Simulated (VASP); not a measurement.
Here is the system:

```xyz
4
Lattice="3.4629 0.0000 0.0000 0.0000 3.4629 0.0000 0.0000 0.0000 3.4629" Properties=species:S:1:pos:R:3 pbc="T T T"
Si     0.0000     0.0000     0.0000
Ni     0.0000     1.7314     1.7314
Ni     1.7314     0.0000     1.7314
Ni     1.7314     1.7314     0.0000
```

The numbers are results of PBEsol GGA, VASP's PBE PAW potentials (set 64) (plane waves; VASP), not measurements. Run with 520 eV cut-off, 10×10×10 Γ-centred mesh, tetrahedra with Blöchl corrections, potentials Si Ni.

Q: The job: Ni$_{3}$Si (L1_2), 4 atoms, PBEsol, static run, 520 eV, 10×10×10 Γ-centred mesh. Roughly how much core time does it take on a busy server core?

A: About 20 core-seconds (one run on a shared machine, a rough figure). It had 56 irreducible k-points, 21 bands, up to 1141 plane waves and 16 electronic steps.

The compound is Ni3Si in the L1_2 structure. It was relaxed first. The run is not spin-polarised, so no magnetic state was tried.
